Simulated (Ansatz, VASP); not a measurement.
**Ga2O3 (partly crystallised Ga2O3) in two plane-wave programs**

Wanted: the spread between two codes on one cell, functional and k mesh. Of the first pair: The structure shown is the start of the Ansatz relaxation below; VASP solves that cell, so the two are compared at the walk's first step.

Method: plane waves, with VASP 6.6.1 beside it; PBE, in Ansatz 0.2.0.

**1. The structure**

The cell holds 100 atoms: 40 Ga and 60 O. Cell: a = 10.808 Å, b = 10.379 Å, c = 10.503 Å, α = 94.1°, β = 87.6°, γ = 87.6°. As first built, before any earlier steps moved the atoms or strained the cell (in the runner's words): 100 atoms (40 Fe, 60 O) placed at random at 4.44 g/cm^3, melted at 5000 K for 10 ps at fixed volume with the Morse and Coulomb pair potential with partial charges (Pedone, Malavasi, Menziani, Cormack and Segre, J. Phys. Chem. B 110, 11780 (2006)). Quenched from 5000 K to 300 K at 200 K/ps and fixed volume, held 10 ps at zero pressure, then minimised at fixed cell. Then Fe was replaced by Ga and the cell scaled by 1.003 (the potential has no terms for the new elements, so the cell is a start for a DFT relaxation).

**2. Ansatz: relaxation, PBE**

Ansatz runs on its default PAW (the set named soft_2) files.

The two programs are compared at the cell with which this relaxation starts, whose forces are those of its first step.

Input file input.yaml:

```yaml
crystal:
  lattice:
    - [10.80307, 0.22535, 0.22814]
    - [0.22535, 10.37024, -0.37487]
    - [0.22814, -0.37487, 10.49365]
  atoms:
    - { symbol: Ga, position: [0.91457, 0.76226, 0.86045] }
    - { symbol: Ga, position: [0.48591, 0.51458, 0.47876] }
    - { symbol: Ga, position: [0.63682, 0.07187, 0.52123] }
    - { symbol: Ga, position: [0.20514, 0.67522, 0.9905] }
    - { symbol: Ga, position: [0.04143, 0.03227, 0.87745] }
    - { symbol: Ga, position: [0.06779, 0.84891, 0.15155] }
    - { symbol: Ga, position: [0.96857, 0.40685, 0.3819] }
    - { symbol: Ga, position: [0.81238, 0.85077, 0.30904] }
    - { symbol: Ga, position: [0.85059, 0.49373, 0.83352] }
    - { symbol: Ga, position: [0.40066, 0.27234, 0.63277] }
    - { symbol: Ga, position: [0.33432, 0.93409, 0.95793] }
    - { symbol: Ga, position: [0.9939, 0.23402, 0.6281] }
    - { symbol: Ga, position: [0.62422, 0.9309, 0.76957] }
    - { symbol: Ga, position: [0.34365, 0.20213, 0.3708] }
    - { symbol: Ga, position: [0.26167, 0.90743, 0.40328] }
    - { symbol: Ga, position: [0.48035, 0.20006, 0.93339] }
    - { symbol: Ga, position: [0.23337, 0.21644, 0.08905] }
    - { symbol: Ga, position: [0.71574, 0.54206, 0.30082] }
    - { symbol: Ga, position: [0.08164, 0.31483, 0.893] }
    - { symbol: Ga, position: [0.7516, 0.20114, 0.80284] }
    - { symbol: Ga, position: [0.92576, 0.56433, 0.11786] }
    - { symbol: Ga, position: [0.48746, 0.68415, 0.77511] }
    - { symbol: Ga, position: [0.79938, 0.00202, 0.02422] }
    - { symbol: Ga, position: [0.66096, 0.74058, 0.02297] }
    - { symbol: Ga, position: [0.44576, 0.65971, 0.19448] }
    - { symbol: Ga, position: [0.15368, 0.79506, 0.70838] }
    - { symbol: Ga, position: [0.33121, 0.4492, 0.8674] }
    - { symbol: Ga, position: [0.54696, 0.93466, 0.25682] }
    - { symbol: Ga, position: [0.12747, 0.48403, 0.64382] }
    - { symbol: Ga, position: [0.91503, 0.2634, 0.12715] }
[... 64 atom lines left out ...]
    - { symbol: O, position: [0.06424, 0.66688, 0.10739] }
    - { symbol: O, position: [0.71674, 0.89293, 0.14958] }
    - { symbol: O, position: [0.23083, 0.84652, 0.0677] }
    - { symbol: O, position: [0.8715, 0.10878, 0.89511] }
    - { symbol: O, position: [0.59136, 0.61719, 0.90236] }
    - { symbol: O, position: [0.99841, 0.24456, 0.28595] }
kpoints:
  mp_grid: { grid: [1, 1, 1] }
hamiltonian:
  xc: pbe
scf:
  occupations: { method: fixed }
output:
  forces: true
  eigenvalues: true
  stress: true
relax:
  f_tol: 0.05
  max_steps: 70
```

The run is started by

```sh
> ansatz run input.yaml --threads 4 --pin off --max-ram 8192MiB --backend cpu --events-out ev --progress --plain --runs-dir out
```

Numbers of over 12 decimals in the logs are rounded to 6 here.

The program printed:

```text
Warning: output.stress: scf.convergence.dr2_threshold = 1e-7 eV (the SCF's general default) is looser than the 1e-8 eV advised for a printed stress (1e-10 eV for each atom of the cell: 100). What an SCF threshold leaves in a stress goes as its square root, and in the free energy as the threshold itself, and one threshold admits the most on a small cell: [figures from the program's tests cut] Every solve of this run a [...]
Engine: ansatz 0.2.0, x86_64-unknown-linux-gnu
Pseudopotentials: kind: paw
Pseudopotential: Ga, paw, valence charge 13, recommended cutoff 420 eV (normal), Ga.paw.azcp
Pseudopotential: O, paw, valence charge 6, recommended cutoff 420 eV (normal), O.paw.azcp
Functional definition: PBE
  parameter kappa = 0.804
  parameter beta = 0.066725
  exchange = pbe_x(kappa = kappa, mu = beta*pi^2/3)
  correlation = pbe_c(beta = beta)
Crystal: 100 atoms, lattice volume = 1172.979 Å³
Basis set: ecut = 420 eV, 22951 PW (Γ), exchange–correlation on 150×144×144 points (8 copies of the dense FFT grid, shifted against one another)
Bands: 540, of which v1, the nominal top of the filled ones, is band 440 counted from 1 (439 counted from 0)
Symmetry: 1 space group operations
Space group: P1 (ITA 1), of the structure as read, at distance tolerance 1.1e-4 Å
k-points: 1
Non-local potential: Ga, projectors of the file, l = 0: 2, l = 1: 2, l = 2: 3, l = 3: 1
Non-local potential: O, projectors of the file, l = 0: 2, l = 1: 2, l = 2: 1
PAW form: soft (Blöchl's): semilocal exchange-correlation on the pseudo side does not see the compensation charge
PAW one-centre angular grid: Ga, 590 points (default); XC on 64 Gauss nodes
PAW one-centre angular grid: O, 110 points (default); XC on 64 Gauss nodes
Initial density: superposition of atomic densities (neutral atoms: chi_scale 0, normalization atom), corrected by the library's trained network
Initial wavefunctions: pseudopotential atomic-orbital guess
Functional: x = pbe(κ = 0.804, μ = 0.219515), c = pbe(β = 0.066725)
SCF iter   1: F=—  HF=-185388.950601 eV  |F-HF|=—  |Δ(HF+E_count)|=         —  Δρ=2.43e-3  dr2=8.74e-2  ethr=1.77e-3  ⟨swp⟩=5.0  Hψ=1595  notcnv=0  defer=98
preconditioner: auto → Resta (q_TF=auto, 2.601 Å⁻¹)  ε∞=4.6  [insulator: Δε(μ)=1.182 eV  Ē_g=16.882 eV  n_scr=352 (ndim 8)  ℏωp=32.2 eV  f_vac=0.066  ε∞_Penn≈4.6]
SCF iter   2: F=—  HF=-185388.950043 eV  |F-HF|=—  |Δ(HF+E_count)|=   5.58e-4  Δρ=1.30e-3  dr2=1.92e-2  ethr=9.93e-6  ⟨swp⟩=2.0  Hψ=1063  notcnv=0  defer=98
SCF iter   3: F=—  HF=-185388.951511 eV  |F-HF|=—  |Δ(HF+E_count)|=   1.47e-3  Δρ=5.57e-4  dr2=6.23e-3  ethr=2.19e-6  ⟨swp⟩=2.0  Hψ=836  notcnv=0  defer=98
SCF iter   4: F=—  HF=-185388.951409 eV  |F-HF|=—  |Δ(HF+E_count)|=   1.02e-4  Δρ=1.86e-4  dr2=4.23e-4  ethr=7.08e-7  ⟨swp⟩=2.0  Hψ=832  notcnv=0  defer=98
SCF iter   5: F=—  HF=-185388.951509 eV  |F-HF|=—  |Δ(HF+E_count)|=   1.00e-4  Δρ=1.19e-4  dr2=1.46e-4  ethr=4.81e-8  ⟨swp⟩=2.0  Hψ=870  notcnv=0  defer=98
SCF iter   6: F=-185388.951537 eV  HF=-185388.951532 eV  |F-HF|=4.14e-6  |Δ(HF+E_count)|=   2.35e-5  Δρ=2.92e-5  dr2=1.02e-5  ethr=7.10e-9  ⟨swp⟩=9.0  Hψ=2754  notcnv=0
SCF 1 converged in 6 iterations: F = -185388.951537 eV  dr2 = 1.02e-5
  greatest PAW one-centre occupation: 0.998 electrons in one spin orbital (limit 2), on the Ga atom at site 17 (counted from 0), in its partial waves of l = 2
relax step   1: F+E_penalty+E_count = -185388.95153663 eV  Δ(F+E_penalty+E_count) = +0.000e0 eV  max|allowed force component| = 2.667e-1 eV/Å  Δτ_max = 0.0000 Å  (6 SCF iters, dr2 threshold 6.25e-5 eV, accepted)
Initial density: handed on by an earlier stage of this run
Initial wavefunctions: those handed on with the density
iter 1 solved again at ethr=7.94e-6 eV; its pass at ethr=3.10e-3 eV (dr2=6.99e-2 eV) is discarded
SCF iter   1: F=—  HF=-185389.063442 eV  |F-HF|=—  |Δ(HF+E_count)|=         —  Δρ=4.40e-3  dr2=7.15e-2  ethr=7.94e-6  ⟨swp⟩=2.0  Hψ=1269  notcnv=0  defer=96
[...]
--- Relaxed structure (5 steps of the walk, 5 accepted, 0 SCFs on fresh bases) ---
  F+E_penalty+E_count = -185389.15309217 eV   max|allowed force component| = 1.943e-2 eV/Å
  atoms:
    - { symbol: Ga, position: [0.914422, 0.765076, 0.860967] }
    - { symbol: Ga, position: [0.486806, 0.512692, 0.478772] }
    - { symbol: Ga, position: [0.639148, 0.068845, 0.521028] }
    - { symbol: Ga, position: [0.205717, 0.674897, 0.991579] }
    - { symbol: Ga, position: [0.038785, 0.035683, 0.877057] }
    - { symbol: Ga, position: [0.070366, 0.849759, 0.150662] }
    - { symbol: Ga, position: [0.969105, 0.409381, 0.385049] }
    - { symbol: Ga, position: [0.814762, 0.850911, 0.307212] }
    - { symbol: Ga, position: [0.850568, 0.497581, 0.836931] }
    - { symbol: Ga, position: [0.400349, 0.270802, 0.627325] }
    - { symbol: Ga, position: [0.328482, 0.937996, 0.952922] }
    - { symbol: Ga, position: [0.990080, 0.232714, 0.627290] }
    - { symbol: Ga, position: [0.625632, 0.929364, 0.768580] }
    - { symbol: Ga, position: [0.346283, 0.200095, 0.366556] }
    - { symbol: Ga, position: [0.262969, 0.908071, 0.404586] }
    - { symbol: Ga, position: [0.480513, 0.198972, 0.929055] }
    - { symbol: Ga, position: [0.233345, 0.221421, 0.084506] }
    - { symbol: Ga, position: [0.717299, 0.540284, 0.303706] }
    - { symbol: Ga, position: [0.076266, 0.317584, 0.894855] }
    - { symbol: Ga, position: [0.752408, 0.203387, 0.805840] }
    - { symbol: Ga, position: [0.924859, 0.567746, 0.119381] }
    - { symbol: Ga, position: [0.484784, 0.686016, 0.779397] }
    - { symbol: Ga, position: [0.801893, 0.00260563, 0.026735] }
    - { symbol: Ga, position: [0.662009, 0.741507, 0.023492] }
[...]
- { symbol: Ga, position: [0.631748, 0.234710, 0.242816] }
    - { symbol: Ga, position: [0.060429, 0.696526, 0.427050] }
    - { symbol: Ga, position: [0.256721, 0.492519, 0.262480] }
    - { symbol: Ga, position: [0.904644, 0.938909, 0.589969] }
    - { symbol: Ga, position: [0.039657, 0.086659, 0.348319] }
    - { symbol: Ga, position: [0.519531, 0.791795, 0.522881] }
    - { symbol: Ga, position: [0.334347, 0.022735, 0.669460] }
    - { symbol: Ga, position: [0.728479, 0.610008, 0.596881] }
    - { symbol: O, position: [0.091412, 0.530169, 0.336930] }
    - { symbol: O, position: [0.848992, 0.630254, 0.725057] }
    - { symbol: O, position: [0.121174, 0.651674, 0.585820] }
    - { symbol: O, position: [0.861428, 0.436178, 0.228533] }
    - { symbol: O, position: [0.624143, 0.649708, 0.435744] }
    - { symbol: O, position: [0.631561, 0.759558, 0.673251] }
    - { symbol: O, position: [0.823722, 0.481084, 0.475392] }
    - { symbol: O, position: [0.821909, 0.276234, 0.660443] }
    - { symbol: O, position: [0.422220, 0.664603, 0.607171] }
    - { symbol: O, position: [0.363151, 0.102386, 0.028030] }
    - { symbol: O, position: [0.665117, 0.915361, 0.397625] }
    - { symbol: O, position: [0.968775, 0.907549, 0.997950] }
    - { symbol: O, position: [0.839920, 0.635885, 0.978097] }
    - { symbol: O, position: [0.271973, 0.406582, 0.700476] }
    - { symbol: O, position: [0.320513, 0.135730, 0.530968] }
    - { symbol: O, position: [0.062993, 0.356361, 0.529474] }
    - { symbol: O, position: [0.621580, 0.101495, 0.863021] }
    - { symbol: O, position: [0.309379, 0.577222, 0.114277] }
    - { symbol: O, position: [0.073335, 0.179495, 0.768534] }
    - { symbol: O, position: [0.964925, 0.395009, 0.021254] }
    - { symbol: O, position: [0.615192, 0.571685, 0.143487] }
    - { symbol: O, position: [0.909517, 0.799153, 0.467265] }
    - { symbol: O, position: [0.507146, 0.962785, 0.614665] }
    - { symbol: O, position: [0.389052, 0.575814, 0.340203] }
[...]
- { symbol: O, position: [0.209639, 0.953537, 0.824286] }
    - { symbol: O, position: [0.428772, 0.853116, 0.376189] }
    - { symbol: O, position: [0.063907, 0.668972, 0.107848] }
    - { symbol: O, position: [0.720253, 0.895169, 0.149188] }
    - { symbol: O, position: [0.231384, 0.846786, 0.065020] }
    - { symbol: O, position: [0.868756, 0.107487, 0.895468] }
    - { symbol: O, position: [0.588290, 0.618877, 0.906264] }
    - { symbol: O, position: [0.998406, 0.245775, 0.290211] }
```

Reading the cycles: dr2 is the Hartree energy of the density residual (eV), the measure of convergence; HF is the Harris–Foulkes estimate of the energy, which meets the free energy F at convergence.

**3. VASP: single point, PBE, start cell, pair 1**

The same cell, functional and mesh now go to VASP, with its own data sets.

Lines of VASP's logs that name or quote its potential files are left out, and so is its time.

Input file INCAR:

```
SYSTEM = Ga2O3
PREC = Accurate
ENCUT = 520
EDIFF = 1E-06
NELM = 120
ISMEAR = 0
SIGMA = 0.01
LREAL = Auto
ALGO = Normal
GGA = PE
NBANDS = 512
LORBIT = 11
LWAVE = .FALSE.
LCHARG = .FALSE.
ISIF = 2
LASPH = .TRUE.
GGA_COMPAT = .FALSE.
EFERMI = MIDGAP
NCORE = 2
```

Input file POSCAR:

```
Ga2O3
1.0
   10.8030700000      0.2253500000      0.2281400000
    0.2253500000     10.3702400000     -0.3748700000
    0.2281400000     -0.3748700000     10.4936500000
Ga O
40 60
Direct
    0.9145659406      0.7622640243      0.8604537831
    0.4859096523      0.5145756658      0.4787603505
    0.6368182613      0.0718676505      0.5212254371
    0.2051424041      0.6752185467      0.9904959655
    0.0414276345      0.0322744467      0.8774494500
    0.0677884885      0.8489132147      0.1515456329
    0.9685663419      0.4068466280      0.3819019950
    0.8123777784      0.8507692900      0.3090432802
    0.8505896839      0.4937282014      0.8335164943
    0.4006609163      0.2723387495      0.6327717091
    0.3343179249      0.9340922700      0.9579309275
    0.9938996634      0.2340236313      0.6281017729
    0.6242164204      0.9308964925      0.7695660170
    0.3436481053      0.2021324192      0.3708026760
    0.2616668713      0.9074342282      0.4032794299
    0.4803516365      0.2000584476      0.9333938608
    0.2333697288      0.2164360276      0.0890533231
    0.7157426352      0.5420584503      0.3008211563
    0.0816364988      0.3148298323      0.8929967846
    0.7516023317      0.2011416692      0.8028409011
    0.9257590535      0.5643322812      0.1178568536
    0.4874625718      0.6841516391      0.7751123979
    0.7993763547      0.0020193361      0.0242229603
    0.6609575573      0.7405772314      0.0229690651
    0.4457589860      0.6597102006      0.1944804818
    0.1536808157      0.7950556671      0.7083790461
    0.3312098342      0.4492013160      0.8674036094
    0.5469634008      0.9346568950      0.2568210870
    0.1274675928      0.4840317729      0.6438244590
    0.9150300297      0.2634040686      0.1271518806
[... 64 atom lines left out ...]
    0.0642427266      0.6668776241      0.1073921924
    0.7167364947      0.8929258707      0.1495775881
    0.2308317620      0.8465242014      0.0676956606
    0.8715001199      0.1087782648      0.8951083437
    0.5913644808      0.6171895517      0.9023601849
    0.9984061727      0.2445560290      0.2859539183
```

Input file KPOINTS:

```
Automatic mesh
0
Gamma
1 1 1
0 0 0
```

The projector-augmented-wave data sets are Ga_d and O (PBE family, release 64).

The run is started by

```sh
> mpirun -np 8 vasp_gam
```

The program printed:

```text
[banner, memory and clock lines left out]
running    8 mpi-ranks, on    1 nodes
[...]
LDA part: xc-table for (Slater+PW92), standard interpolation
 POSCAR, INCAR and KPOINTS ok, starting setup
[...]
entering main loop
       N       E                     dE             d eps       ncg     rms          rms(c)
DAV:   1     0.252562067580E+05    0.25256E+05   -0.31029E+05  1040   0.356E+03
DAV:   2     0.604581919866E+04   -0.19210E+05   -0.18297E+05  1024   0.105E+03
DAV:   3     0.290277539084E+03   -0.57555E+04   -0.54031E+04  1280   0.388E+02
DAV:   4    -0.589876710754E+03   -0.88015E+03   -0.85569E+03  1184   0.156E+02
[...]
DAV:  20    -0.584700513609E+03    0.89976E-06   -0.13344E-05  1312   0.458E-02    0.471E-03
DAV:  21    -0.584700516117E+03   -0.25074E-05   -0.30853E-05  1080   0.169E-02    0.418E-03
DAV:  22    -0.584700516136E+03   -0.19369E-07   -0.23936E-06   744   0.104E-02
   1 F= -.58470052E+03 E0= -.58470052E+03  d E =0.000000E+00
```

Parts of OUTCAR (step 3):

```text
  FREE ENERGIE OF THE ION-ELECTRON SYSTEM (eV)
  ---------------------------------------------------
  free  energy   TOTEN  =      -584.7005161362 eV

  energy  without entropy=     -584.7005161362  energy(sigma->0) =     -584.70051614
```

The run ends at a pressure of -4.12 GPa, with forces up to 0.25 eV/Å.

**4. Side by side**

Known differences besides the potentials themselves: fixed occupations in Ansatz, narrow Gaussian smearing in VASP; the cutoff is 420 eV in Ansatz and 520 eV in VASP (PREC = Accurate, projectors in real space). Total energies have different zeros and are not compared.

Forces on 7 of the 100 atoms, those with the largest forces and the largest differences (eV/Å; atoms numbered as in POSCAR):

| atom | Ansatz x, y, z | VASP x, y, z |
| --- | --- | --- |
| O49 | 0.252, 0.047, 0.024 | 0.198, 0.036, 0.024 |
| O59 | -0.156, 0.144, 0.092 | -0.129, 0.132, 0.072 |
| O66 | -0.208, 0.086, 0.170 | -0.164, 0.064, 0.123 |
| O75 | 0.106, -0.127, 0.202 | 0.082, -0.100, 0.164 |
| O80 | 0.154, 0.021, -0.267 | 0.123, 0.020, -0.215 |
| O84 | -0.063, -0.199, 0.106 | -0.058, -0.179, 0.094 |
| O85 | -0.163, -0.002, 0.195 | -0.167, 0.013, 0.164 |

The forces differ by 17 meV/Å r.m.s., which is 25.1 % of the r.m.s. force of 0.067 eV/Å (both taken over all components).

**5. Ansatz: relaxation, PBE**

This run makes the geometry at which the two programs are then compared.

The structure compared here is the end of the Ansatz relaxation.

This is the run of step 2 again, met here at its other cell.

**6. VASP: single point, PBE, relaxed atoms in a fixed cell, pair 2**

The same cell, functional and mesh now go to VASP, with its own data sets.

Changes to INCAR since step 3:

```diff
@@ -2,3 +2,3 @@
 PREC = Accurate
-ENCUT = 520
+ENCUT = 600
 EDIFF = 1E-06
```

Input file POSCAR:

```
Ga2O3
1.0
   10.8030700000      0.2253500000      0.2281400000
    0.2253500000     10.3702400000     -0.3748700000
    0.2281400000     -0.3748700000     10.4936500000
Ga O
40 60
Direct
    0.9144200000      0.7650800000      0.8609700000
    0.4868100000      0.5126900000      0.4787700000
    0.6391500000      0.0688500000      0.5210300000
    0.2057200000      0.6749000000      0.9915800000
    0.0387800000      0.0356800000      0.8770600000
    0.0703700000      0.8497600000      0.1506600000
    0.9691100000      0.4093800000      0.3850500000
    0.8147600000      0.8509100000      0.3072100000
    0.8505700000      0.4975800000      0.8369300000
    0.4003500000      0.2708000000      0.6273200000
    0.3284800000      0.9380000000      0.9529200000
    0.9900800000      0.2327100000      0.6272900000
    0.6256300000      0.9293600000      0.7685800000
    0.3462800000      0.2001000000      0.3665600000
    0.2629700000      0.9080700000      0.4045900000
    0.4805100000      0.1989700000      0.9290500000
    0.2333500000      0.2214200000      0.0845100000
    0.7173000000      0.5402800000      0.3037100000
    0.0762700000      0.3175800000      0.8948600000
    0.7524100000      0.2033900000      0.8058400000
    0.9248600000      0.5677500000      0.1193800000
    0.4847800000      0.6860200000      0.7794000000
    0.8018900000      0.0026100000      0.0267400000
    0.6620100000      0.7415100000      0.0234900000
    0.4501500000      0.6517600000      0.1927900000
    0.1508200000      0.7988600000      0.7097600000
    0.3293300000      0.4468100000      0.8620300000
    0.5484400000      0.9318900000      0.2613200000
    0.1248200000      0.4852300000      0.6465500000
    0.9165900000      0.2673200000      0.1323800000
[... 64 atom lines left out ...]
    0.0639100000      0.6689700000      0.1078500000
    0.7202500000      0.8951700000      0.1491900000
    0.2313800000      0.8467900000      0.0650200000
    0.8687600000      0.1074900000      0.8954700000
    0.5882900000      0.6188800000      0.9062600000
    0.9984100000      0.2457800000      0.2902100000
```

KPOINTS is that of step 3.

The run is started by

```sh
> mpirun -np 8 vasp_gam
```

The program printed:

```text
[... set-up lines as in an earlier step ...]
 entering main loop
       N       E                     dE             d eps       ncg     rms          rms(c)
DAV:   1     0.275454735059E+05    0.27545E+05   -0.33281E+05  1032   0.387E+03
DAV:   2     0.664116917727E+04   -0.20904E+05   -0.19879E+05  1024   0.116E+03
DAV:   3     0.398556715176E+03   -0.62426E+04   -0.58954E+04  1280   0.418E+02
DAV:   4    -0.579032989101E+03   -0.97759E+03   -0.94830E+03  1200   0.167E+02
[...]
DAV:  20    -0.584954292080E+03    0.22844E-05   -0.17236E-05  1392   0.584E-02    0.576E-03
DAV:  21    -0.584954294808E+03   -0.27276E-05   -0.40092E-05  1208   0.286E-02    0.353E-03
DAV:  22    -0.584954295278E+03   -0.46952E-06   -0.55674E-06   864   0.147E-02
   1 F= -.58495430E+03 E0= -.58495430E+03  d E =0.000000E+00
```

OUTCAR, selected parts (step 6):

```text
  FREE ENERGIE OF THE ION-ELECTRON SYSTEM (eV)
  ---------------------------------------------------
  free  energy   TOTEN  =      -584.9542952775 eV

  energy  without entropy=     -584.9542952775  energy(sigma->0) =     -584.95429528
```

The run ends at a pressure of -2.58 GPa, with forces up to 0.066 eV/Å.

**7. Comparison**

What differs besides the data sets and the points named for the pairs above, as far as they apply: the cutoff is 420 eV in Ansatz and 600 eV in VASP (PREC = Accurate, projectors in real space). Total energies have different zeros and are not compared.

Both answers:

| quantity | Ansatz | VASP | difference |
| --- | --- | --- | --- |
| pressure (GPa) | -2.95 | -2.58 | -0.37 |
| gap on the k mesh (eV) | 1.112 | 1.092 | +0.021 |

The largest component of a force difference here is 51 meV/Å. A gap on the mesh is an upper bound, since the band edges may lie between its points.

(Continued in part 2 of 2.)

[Lines on the potential files, build, host, timing and source positions are cut from VASP's logs without a mark.]

[Logs are printed without paths, hosts, clocks, repeated set-up lines and the standing remarks that a program may print on its own settings, such as how far it seeks lower states.]

[Hosts, paths, dates, database ids (printed as entryN), source tags and the programs' standing remarks are cut or masked in the printed files.]
